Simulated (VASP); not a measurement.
Input:

```xyz
3
Lattice="3.1223 0.0000 0.0000 -1.5611 2.7040 0.0000 0.0000 0.0000 6.9766" Properties=species:S:1:pos:R:3 pbc="T T T"
Re     0.0000     0.0000     0.0000
Se     0.0000     1.8026     1.7817
Se     1.5611     0.9013     5.1948
```

Computed with PBEsol GGA, VASP's PBE PAW potentials (set 64) (plane waves; VASP). Run with 400 eV cut-off, Gaussian smearing of 0.050 eV, potentials Re Se.

Without a dispersion term in the relaxation, distances and binding between the weakly bound layers, chains or molecules are unreliable, and so is what depends on them. Unless said otherwise, spin-orbit coupling is left out, though it shifts the bands of the heavy elements here.

Q: What does the run give for the band gap (along the path) with the smallest direct gap where there is one?

A: 
The band gap (along the path) comes out as none (metal, semimetal or under 0.01 eV).

The absolute energy has meaning only against runs of the same code, potentials and settings.

The structure was generated: ReSe2 was put into the CdI2 type (P-3m1), which need not be its known phase. It was relaxed first, which changed the volume by -22 %. The electron count is odd and the run is not spin-polarised, which forces a metal.
